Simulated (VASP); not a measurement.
```yaml
crystal:
  lattice:
    - [0.00000, 1.99963, 1.99963]
    - [1.99963, 0.00000, 1.99963]
    - [1.99963, 1.99963, 0.00000]
  atoms:
    - { symbol: Li, position: [0.00000, 0.00000, 0.00000] }
    - { symbol: H, position: [0.50000, 0.50000, 0.50000] }
```

Method: AM05 GGA, VASP's PBE PAW potentials (set 64) (plane waves; VASP). Run with 520 eV cut-off, Gaussian smearing of 0.050 eV, potentials Li_sv H.

Question: Estimate the band gap (along the path) with the smallest direct gap where there is one.

Answer: 
```
Quantity                                Value
------------------------------------  -------
band gap (along the path)             2.72 eV
smallest direct gap (along the path)  2.72 eV
```

Total energies compare only between runs with the same potentials, cut-off and functional.

The compound is LiH in the rock salt structure. It was relaxed first, which changed the volume by -6 %.
